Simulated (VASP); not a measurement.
Here is the system:

```xyz
2
Lattice="0.0000 2.6275 2.6275 2.6275 0.0000 2.6275 2.6275 2.6275 0.0000" Properties=species:S:1:pos:R:3 pbc="T T T"
Bi     0.0000     0.0000     0.0000
B      2.6275     2.6275     2.6275
```

Method: r2SCAN meta-GGA, VASP's PBE PAW potentials (set 64) (plane waves; VASP). Run with 520 eV cut-off, 11×11×11 Γ-centred mesh, first-order Methfessel-Paxton smearing of 0.10 eV, potentials Bi_d B.

Unless said otherwise, spin-orbit coupling is left out, though it shifts the bands of the heavy elements here.

Problem. What does the run give for the energy per atom (σ→0), band gap (on the k-mesh) with the smallest direct gap where there is one?

Solution. 
* **band gap (on the k-mesh)**: none (metal, semimetal or under 0.01 eV)
* **energy per atom (σ→0)**: -31.681 eV/atom

Only differences to runs with the same potentials and settings are physical.

The structure was generated: BiB was put into the rocksalt type (Fm-3m), which need not be its known phase. It was relaxed first. The start is the result of an earlier pass.
